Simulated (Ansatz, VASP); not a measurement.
# Cross-check of Mg3SnO between VASP and Ansatz, part 2 of 2

Aim: how closely do two programs agree when they are given the same cell, functional and k mesh? The cell is generated by rule, not measured, and may not be a known phase. The cell is taken from a series of runs on this material, whose earlier steps may have relaxed, scaled, displaced or heated it; both programs get it as it stands.

VASP 6.6.1 and Ansatz 0.2.0.

So far: The structure; Ansatz: relaxation of cell and atoms, RPBE, pair 1; VASP: relaxation of cell and atoms, RPBE, pair 1.

### Step 4. Differences

Known differences besides the potentials themselves: the data sets hold 50 valence electrons in Ansatz (on its default PAW (the set named soft_2) files) and 26 in VASP; the cutoff is 420 eV in Ansatz and 600 eV in VASP; Ansatz makes its cores anew for this functional, VASP keeps those of its PBE data sets; Ansatz adds a Pulay correction to the stress that steers its cell, VASP none. Total energies have different zeros and are not compared.

The two programs side by side:

| quantity | Ansatz | VASP | difference |
| --- | --- | --- | --- |
| volume (Å³) | 87.35 | 86.84 | +0.59 % |
| edge a after relaxation, in the typed setting (Å) | 4.437 | 4.428 | +0.19 % |

### Step 5. VASP: relaxation of cell and atoms, RPBE, pair 2

The relaxed volume is the usual yardstick between codes: in a stiff, nearly cubic crystal its relative difference is about their pressure difference at one cell divided by the bulk modulus.

Input file INCAR:

```
SYSTEM = Mg3SnO
PREC = Accurate
ENCUT = 600
EDIFF = 1E-07
NELM = 120
ISMEAR = 1
SIGMA = 0.2
LREAL = .FALSE.
ALGO = Normal
GGA = RP
NBANDS = 19
LORBIT = 11
LWAVE = .FALSE.
LCHARG = .FALSE.
ISIF = 3
IBRION = 2
NSW = 80
EDIFFG = -0.005
LASPH = .TRUE.
GGA_COMPAT = .FALSE.
NELMIN = 4
KPAR = 2
```

Input file POSCAR:

```
Mg3SnO
1.0
    4.4370210000      0.0000000000      0.0000000000
    0.0000000000      4.4370210000      0.0000000000
    0.0000000000      0.0000000000      4.4370210000
Mg Sn O
3 1 1
Direct
    0.0000000000      0.5000001127      0.5000001127
    0.5000001127      0.0000000000      0.5000001127
    0.5000001127      0.5000001127      0.0000000000
    0.0000000000      0.0000000000      0.0000000000
    0.5000001127      0.5000001127      0.5000001127
```

Input file KPOINTS:

```
Automatic mesh
0
Gamma
8 8 8
0 0 0
```

PAW data sets: Mg, Sn_d and O (PBE family, release 64).

Launch:

```sh
mpirun -np 2 vasp_std
```

Numbers of over 12 decimals in the logs are rounded to 6 here.

The program printed:

```text
[banner, memory and clock lines left out]
running    2 mpi-ranks, on    1 nodes
[...]
[... a notice as in an earlier step ...]

 LDA part: xc-table for (Slater+PW92), standard interpolation
 POSCAR, INCAR and KPOINTS ok, starting setup
[...]
entering main loop
       N       E                     dE             d eps       ncg     rms          rms(c)
DAV:   1     0.195182114269E+03    0.19518E+03   -0.13008E+04  1350   0.163E+03
DAV:   2     0.977908843542E+01   -0.18540E+03   -0.17835E+03  1405   0.396E+02
DAV:   3    -0.182069939611E+02   -0.27986E+02   -0.27552E+02  1600   0.127E+02
DAV:   4    -0.193134153991E+02   -0.11064E+01   -0.11046E+01  1539   0.268E+01
[...]
DAV:  15    -0.171438299113E+02    0.44414E-06   -0.10483E-05  1525   0.226E-02    0.160E-03
DAV:  16    -0.171438297446E+02    0.16670E-06   -0.16183E-06  1480   0.842E-03    0.941E-04
DAV:  17    -0.171438297426E+02    0.19463E-08   -0.10141E-07   845   0.198E-03
   1 F= -.17143830E+02 E0= -.17144079E+02  d E =-.171438E+02
[...]
N       E                     dE             d eps       ncg     rms          rms(c)
DAV:   1    -0.171528036101E+02   -0.89739E-02   -0.16199E-01  1572   0.505E+00    0.561E-01
DAV:   2    -0.171455906437E+02    0.72130E-02   -0.28860E-02  1525   0.172E+00    0.188E-01
DAV:   3    -0.171447032154E+02    0.88743E-03   -0.27263E-03  1678   0.566E-01    0.864E-02
DAV:   4    -0.171444777927E+02    0.22542E-03   -0.66341E-04  1787   0.278E-01    0.284E-02
DAV:   5    -0.171444570729E+02    0.20720E-04   -0.10881E-04  1508   0.773E-02    0.935E-03
DAV:   6    -0.171444556425E+02    0.14304E-05   -0.29221E-05  1585   0.334E-02    0.704E-03
DAV:   7    -0.171444554731E+02    0.16940E-06   -0.61172E-06  1430   0.172E-02    0.830E-04
DAV:   8    -0.171444559665E+02   -0.49344E-06   -0.65486E-07  1427   0.705E-03    0.742E-04
DAV:   9    -0.171444559866E+02   -0.20122E-07   -0.21016E-08   728   0.112E-03
   2 F= -.17144456E+02 E0= -.17144699E+02  d E =-.626244E-03
 trial-energy change:   -0.000626  1 .order   -0.000620   -0.001270    0.000030
 step:   0.9775(harm=  0.9769)  dis= 0.00000  next Energy=   -17.144456 (dE=-0.627E-03)
 reached required accuracy - stopping structural energy minimisation
```

OUTCAR, selected parts (step 5):

```text
  Total        0.0049624      0.0049624      0.0049624     -0.0000000     -0.0000000     -0.0000000
  in kB        0.0915721      0.0915721      0.0915721     -0.0000000     -0.0000000     -0.0000000
  external PRESSURE =       0.0915721 kB  Pullay stress =       0.0000000 kB

 POSITION                                       TOTAL-FORCE (eV/Angst)
 -----------------------------------------------------------------------------------
      0.00000      2.21403      2.21403         0.000000     -0.000000      0.000000
      2.21403     -0.00000      2.21403         0.000000     -0.000000      0.000000
      2.21403      2.21403     -0.00000         0.000000     -0.000000      0.000000
      0.00000      0.00000      0.00000         0.000000     -0.000000      0.000000
      2.21403      2.21403      2.21403        -0.000000      0.000000      0.000000
 -----------------------------------------------------------------------------------
    total drift:                               -0.000615     -0.000615     -0.000615

  FREE ENERGIE OF THE ION-ELECTRON SYSTEM (eV)
  ---------------------------------------------------
  free  energy   TOTEN  =       -17.1444559866 eV

  energy  without entropy=      -17.1451835563  energy(sigma->0) =      -17.14469851

[... 2 parts as in an earlier step ...]

[... 2 further parts left out ...]
[key lines of the parts left out:]
E-fermi :   5.7838
```

### Step 6. Ansatz: relaxation of cell and atoms, RPBE, pair 2

The same cell, functional, mesh and smearing now go to Ansatz, which takes its cutoff from its data sets.

The cell is taken from a series of runs on this material, whose earlier steps may have relaxed, scaled, displaced or heated it; both programs get it as it stands.

Input file input.yaml:

```yaml
crystal:
  lattice:
    - [4.4370213796, 0.0, 0.0]
    - [0.0, 4.4370213796, 0.0]
    - [0.0, 0.0, 4.4370213796]
  atoms:
    - { symbol: Mg, position: [0.0, 0.5, 0.5] }
    - { symbol: Mg, position: [0.5, 0.0, 0.5] }
    - { symbol: Mg, position: [0.5, 0.5, 0.0] }
    - { symbol: Sn, position: [0.0, 0.0, 0.0] }
    - { symbol: O, position: [0.5, 0.5, 0.5] }
kpoints:
  mp_grid: { grid: [8, 8, 8] }
hamiltonian:
  xc: rpbe
scf:
  occupations: { method: methfessel_paxton, width: 0.2 }
output:
  forces: true
  stress: true
  eigenvalues: true
relax:
  adjacent_minimum: "off"
  f_tol: 0.001
  max_steps: 60
  cell: { stress_tol: 0.01 }
```

Launch:

```sh
ansatz run input.yaml --threads 8 --pin off --max-ram 14336MiB --backend cpu --events-out ev --progress --plain --runs-dir out
```

The program printed:

```text
[...]
Crystal: 5 atoms, lattice volume = 87.352 Å³
Basis set: ecut = 420 eV, 1743 PW (Γ), exchange–correlation on 60×60×60 points (8 copies of the dense FFT grid, shifted against one another)
Bands: 30, of which v1, the nominal top of the filled ones, is band 25 counted from 1 (24 counted from 0)
Symmetry: 48 space group operations
[...]
k-points: 35 of 512
[...]
--- Relaxed structure (2 steps of the walk, 2 accepted, 1 SCFs on fresh bases) ---
[...]
cell:  # Å, volume = 87.3662 Å³
    - [4.437255, 0, 0]
    - [0, 4.437255, 0.0]
    - [0, 0.0, 4.437255]
  atoms:
    - { symbol: Mg, position: [0, 0.500000, 0.500000] }
    - { symbol: Mg, position: [0.500000, 0, 0.500000] }
    - { symbol: Mg, position: [0.500000, 0.500000, 0] }
    - { symbol: Sn, position: [0, 0, 0] }
    - { symbol: O, position: [0.500000, 0.500000, 0.500000] }
[key lines of the parts left out:]
SCF converged after 10 iterations
Free energy (F): -12384.336857 eV
Fermi energy:    9.236050 eV
P = ⅓ Tr σ = 0.0022 GPa (0.022 kbar)
```

### Step 7. Comparison

What differs besides the data sets and the points named for the pairs above, as far as they apply: the data sets hold 50 valence electrons in Ansatz (on its default PAW (the set named soft_2) files) and 26 in VASP. Total energies have different zeros and are not compared.

The two programs side by side:

| quantity | Ansatz | VASP | difference |
| --- | --- | --- | --- |
| volume (Å³) | 87.37 | 86.82 | +0.62 % |
| edge a after relaxation, in the typed setting (Å) | 4.437 | 4.428 | +0.21 % |

### Step 8. VASP: zone-centre phonons, RPBE

Second derivatives magnify differences that forces hide, and they need a tight electronic threshold.

Input file INCAR:

```
SYSTEM = Mg3SnO
PREC = Accurate
ENCUT = 600
EDIFF = 1E-08
NELM = 120
ISMEAR = 1
SIGMA = 0.2
LREAL = .FALSE.
ALGO = Normal
GGA = RP
NBANDS = 19
LORBIT = 11
LWAVE = .FALSE.
LCHARG = .FALSE.
ISIF = 2
IBRION = 8
LASPH = .TRUE.
GGA_COMPAT = .FALSE.
KPAR = 2
```

Input file POSCAR:

```
Mg3SnO
1.0
    4.4372553971      0.0000000000      0.0000000000
    0.0000000000      4.4372553971      0.0000000000
    0.0000000000      0.0000000000      4.4372553971
Mg Sn O
3 1 1
Direct
    0.0000000000      0.5000000000      0.5000000000
    0.5000000000      0.0000000000      0.5000000000
    0.5000000000      0.5000000000      0.0000000000
    0.0000000000      0.0000000000      0.0000000000
    0.5000000000      0.5000000000      0.5000000000
```

KPOINTS is that of step 5.

Launch:

```sh
mpirun -np 2 vasp_std
```

The program printed:

```text
[... set-up lines as in an earlier step ...]
 entering main loop
       N       E                     dE             d eps       ncg     rms          rms(c)
DAV:   1     0.195163013488E+03    0.19516E+03   -0.13007E+04  1350   0.163E+03
DAV:   2     0.977751285510E+01   -0.18539E+03   -0.17833E+03  1405   0.396E+02
DAV:   3    -0.182070728680E+02   -0.27985E+02   -0.27551E+02  1600   0.127E+02
DAV:   4    -0.193135305682E+02   -0.11065E+01   -0.11046E+01  1539   0.268E+01
[...]
DAV:  16    -0.171437960038E+02    0.16813E-06   -0.16258E-06  1488   0.843E-03    0.948E-04
DAV:  17    -0.171437960022E+02    0.15866E-08   -0.11079E-07  1502   0.199E-03    0.404E-04
DAV:  18    -0.171437960107E+02   -0.85511E-08   -0.60880E-09   796   0.503E-04
   1 F= -.17143796E+02 E0= -.17144046E+02  d E =0.749306E-03
 Linear response reoptimize wavefunctions to high precision
DAV:   1    -0.171437960294E+02   -0.18683E-07   -0.65202E-09  1476   0.458E-04
DAV:   2    -0.171437960294E+02    0.10004E-10   -0.26676E-10   764   0.956E-05
 Linear response DOF=           4
 Linear response progress:
[...]
RMM:  17    -0.223427896223E+00    0.23201E-07    0.24298E-08  5490   0.733E-05    0.150E-07
RMM:  18    -0.223427885651E+00    0.10572E-07    0.59179E-09  4468   0.695E-05    0.214E-07
RMM:  19    -0.223427887339E+00   -0.16880E-08   -0.38305E-09  3414   0.674E-05    0.777E-08
 first order change of Fermi-energy   0.10238E-04
 force on displaced ion       4 direction 1 :  -4.355  -0.000   0.000
 Linear response progress:
  Degree of freedom:   4/  4
       N       E                     dE             d eps       ncg     rms          rms(c)
RMM:   1    -0.369194559123E+00   -0.36919E+00    0.63381E-01  4929   0.325E+00
RMM:   2    -0.367841187622E+00    0.13534E-02   -0.65326E-03  5162   0.428E-01    0.109E-01
RMM:   3    -0.369153009796E+00   -0.13118E-02   -0.75254E-04  4933   0.125E-01    0.588E-02
RMM:   4    -0.370864191513E+00   -0.17112E-02   -0.52624E-04  4872   0.100E-01    0.183E-02
[...]
RMM:  12    -0.370965449670E+00   -0.15401E-08   -0.55896E-07  5491   0.123E-04    0.107E-06
RMM:  13    -0.370965459599E+00   -0.99292E-08   -0.56813E-07  3937   0.121E-04    0.166E-07
RMM:  14    -0.370965460783E+00   -0.11843E-08   -0.56291E-07  2782   0.121E-04    0.418E-08
 first order change of Fermi-energy   0.23306E-04
 force on displaced ion       5 direction 1 :  -3.632   0.000  -0.000
 Linear response finished
```

OUTCAR, selected parts (step 8):

```text
 POSITION                                       TOTAL-FORCE (eV/Angst)
 -----------------------------------------------------------------------------------
      0.00000      2.21863      2.21863         0.000000      0.000000      0.000000
      2.21863      0.00000      2.21863         0.000000      0.000000      0.000000
      2.21863      2.21863      0.00000         0.000000      0.000000      0.000000
      0.00000      0.00000      0.00000         0.000000      0.000000      0.000000
      2.21863      2.21863      2.21863         0.000000      0.000000      0.000000
 -----------------------------------------------------------------------------------
    total drift:                                0.000000      0.000000      0.000000

[... 1 part as in an earlier step ...]
```

### Step 9. Ansatz: zone-centre phonons, RPBE

The same cell, functional, mesh and smearing now go to Ansatz, which takes its cutoff from its data sets.

The cell is taken from a series of runs on this material, whose earlier steps may have relaxed, scaled, displaced or heated it; both programs get it as it stands.

input.yaml, the sections that differ from step 6:

```yaml
crystal:
  lattice:
    - [4.4372553971, 0.0, 0.0]
    - [0.0, 4.4372553971, 0.0]
    - [0.0, 0.0, 4.4372553971]
  atoms:
    - { symbol: Mg, position: [0.0, 0.5, 0.5] }
    - { symbol: Mg, position: [0.5, 0.0, 0.5] }
    - { symbol: Mg, position: [0.5, 0.5, 0.0] }
    - { symbol: Sn, position: [0.0, 0.0, 0.0] }
    - { symbol: O, position: [0.5, 0.5, 0.5] }
output:
  eigenvalues: true
phonons:
  method: dfpt
# kpoints, hamiltonian, scf: as in step 6
# relax: removed
```

Launch:

```sh
ansatz run input.yaml --threads 8 --pin off --max-ram 14336MiB --backend cpu --events-out ev --progress --plain --runs-dir out
```

The program printed:

```text
zone centre: on kpoints.mp_grid the ground state, and the responses unless they are solved on pairs of k-points, stand on 125 of the mesh's 512 k-points, reduced under 8 symmetry operations, with k and −k counted as one. Each operation leaves every solved displacement unchanged or reverses it
[...]
Crystal: 5 atoms, lattice volume = 87.366 Å³
[...]
k mesh reduced under 8 symmetry operations, with k and −k counted as one. Each operation leaves every solved displacement unchanged or reverses it
  ASR residual: 1.003e-3 → 0.000e0 eV/Å²; symmetrization residual: 4.796e-6 eV/Å²
  ASR residual per site (eV/Å²): 7.65e-4 7.65e-4 7.65e-4 3.74e-5 1.00e-3
  Γ frequencies (cm⁻¹): 0.00 0.00 0.00 144.08 144.08 144.08 172.51 172.51 172.51 247.41 247.41 247.41 281.53 281.53 281.53
  non-analytic LO–TO correction: not included (Born effective charges unavailable; polar crystals: no LO–TO splitting at Γ)
[key lines of the parts left out:]
SCF converged after 10 iterations
Free energy (F): -12384.336857 eV
Fermi energy:    9.236050 eV
```

### Step 10. Comparison

What differs besides the data sets and the points named for the pairs above, as far as they apply: the data sets hold 50 valence electrons in Ansatz (on its default PAW (the set named soft_2) files) and 26 in VASP. Total energies have different zeros and are not compared.

Both answers:

| quantity | Ansatz | VASP | difference |
| --- | --- | --- | --- |
| optical mode 1 to 3 (cm⁻¹) | 144.1 | 143.6 | +0.34 % |
| optical mode 4 to 6 (cm⁻¹) | 172.5 | 172.2 | +0.18 % |
| optical mode 7 to 9 (cm⁻¹) | 247.4 | 247.0 | +0.15 % |
| optical mode 10 to 12 (cm⁻¹) | 281.5 | 280.7 | +0.31 % |

Modes are paired by rising frequency, not by their patterns, so a pair may set unlike modes beside each other; they are those without the splitting of longitudinal modes.

### Step 11. Results

```yaml
difference_in_volume_relaxation_of_cell_and_atoms_rpbe_pair_1: 0.59 %
difference_in_volume_relaxation_of_cell_and_atoms_rpbe_pair_2: 0.62 %
r_m_s_difference_of_the_optical_zone_centre_modes_each_program_s_sorted_by_frequency_zone_centre_phonons_rpbe: 0.55 cm⁻¹
```

**Reading.** The difference in volume is 0.62 % (relaxation of cell and atoms, RPBE, pair 2), within the 1.2 % picked in this series as the mark of a large difference, as far as the stopping tolerances let one tell. The data sets hold unlike numbers of valence electrons (50 in Ansatz and 26 in VASP), so part of the differences comes from the potentials. 1 further run of this series is not shown here. How closely two codes agree says nothing of how well the functional describes the real material.

[Lines on the potential files, build, host, timing and source positions are cut from VASP's logs without a mark.]

[Logs are printed without paths, hosts, clocks, repeated set-up lines and the standing remarks that a program may print on its own settings, such as how far it seeks lower states.]

[Hosts, paths, dates, database ids (printed as entryN), source tags and the programs' standing remarks are cut or masked in the printed files.]
